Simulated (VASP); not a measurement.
Data:

```yaml
crystal:
  lattice:
    - [3.43848, 0.00000, 0.00000]
    - [0.00000, 3.43848, 0.00000]
    - [0.00000, 0.00000, 3.43848]
  atoms:
    - { symbol: Fe, position: [0.00000, 0.00000, 0.00000], spin: 2.9 }
    - { symbol: Ni, position: [0.00000, 0.50000, 0.50000], spin: 0.6 }
    - { symbol: Ni, position: [0.50000, 0.00000, 0.50000], spin: 0.6 }
    - { symbol: Ni, position: [0.50000, 0.50000, 0.00000], spin: 0.6 }
```

Level of theory: PBE GGA with D4 dispersion, VASP's PBE PAW potentials (set 64) (plane waves; VASP). Run with 520 eV cut-off, 9×9×9 Γ-centred mesh, first-order Methfessel-Paxton smearing of 0.10 eV, potentials Fe Ni.

**Question.** Give the stress tensor in GPa (positive for a compressed cell).

**Answer.** 
```
14.44   0.00   0.00
 0.00  14.44   0.00
 0.00   0.00  14.44
```
The pressure is its mean diagonal, 14.44 GPa.

The compound is Ni3Fe in the L1_2 structure. This cell is one point of a volume scan, at 0.94 of the reference volume.
